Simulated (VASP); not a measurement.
Given:

```
HfC
1.0
    0.00000     2.30973     2.30973
    2.30973     0.00000     2.30973
    2.30973     2.30973     0.00000
Hf C
1 1
Direct
  0.00000   0.00000   0.00000
  0.50000   0.50000   0.50000
```

These are vdW-DF-cx, VASP's PBE PAW potentials (set 64) (plane waves; VASP) values and carry that method's errors. Run with 520 eV cut-off, Gaussian smearing of 0.050 eV, potentials Hf_pv C.

Task: Give the energies of bands 5 to 10 at the high-symmetry points, in eV from the Fermi level.

Result: 
```tsv
band	Γ	X	U	L	W
5	1.01	-2.57	-3.57	-6.26	-3.06
6	1.01	-1.89	-2.73	-3.07	-2.73
7	1.01	-0.08	-1.68	-3.07	-2.73
8	1.34	-0.08	1.55	5.37	3.69
9	1.34	5.39	5.84	5.37	3.69
10	1.34	6.83	6.25	5.86	6.84
```

It has no gap at this level: it comes out as a metal or semimetal.

The compound is HfC in the rock salt structure. It was relaxed first.
